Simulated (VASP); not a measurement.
Input:

```xyz
2
Lattice="0.0000 2.3721 2.3721 2.3721 0.0000 2.3721 2.3721 2.3721 0.0000" Properties=species:S:1:pos:R:3 pbc="T T T"
Na     0.0000     0.0000     0.0000
F      2.3721     2.3721     2.3721
```

Method: revPBE GGA, VASP's PBE PAW potentials (set 64) (plane waves; VASP 6.6.1). Run with 520 eV cut-off, 10×10×10 Γ-centred mesh, Gaussian smearing of 0.050 eV, potentials Na_pv F.

**Question.** Give the stress tensor in GPa (positive for a compressed cell).

**Answer.** 
```
1.39  0.00  0.00
0.00  1.39  0.00
0.00  0.00  1.39
```
The pressure is its mean diagonal, 1.39 GPa.

The compound is NaF in the rock salt structure. This cell is one point of a volume scan, at 0.97 of the reference volume.
